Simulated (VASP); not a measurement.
Here is the system:

```
CELL_PARAMETERS angstrom
      1.59161    -2.75674     0.00000
      1.59161     2.75674     0.00000
      0.00000     0.00000    13.29129
ATOMIC_POSITIONS crystal
  Mo 0.33333 0.66667 0.25000
  Mo 0.66667 0.33333 0.75000
  S  0.33333 0.66667 0.86753
  S  0.66667 0.33333 0.36753
  S  0.66667 0.33333 0.13247
  S  0.33333 0.66667 0.63247
```

All values below come from PBE GGA, VASP's PBE PAW potentials (set 64) (plane waves; VASP 6.6.1). Numerical set-up: 400 eV cut-off, 9×9×2 Γ-centred mesh, tetrahedra with Blöchl corrections, potentials Mo_sv S.

The cores are frozen, which limits the accuracy of field gradients. Without a dispersion term in the relaxation, distances and binding between the weakly bound layers, chains or molecules are unreliable, and so is what depends on them.

Problem. Give the principal components of the electric field gradient (V/Å²) and the asymmetry η at each nucleus.

Solution. 
```tsv
atom	Vxx	Vyy	Vzz	η
Mo1	39.6	39.6	-79.2	0.00
Mo2	39.6	39.6	-79.2	0.00
S3	27.4	27.4	-54.7	0.00
S4	27.4	27.4	-54.7	0.00
S5	27.4	27.4	-54.7	0.00
S6	27.4	27.4	-54.7	0.00
```

The compound is MoS2 in the 2H layered structure. It was relaxed first, which changed the volume by +10 %.
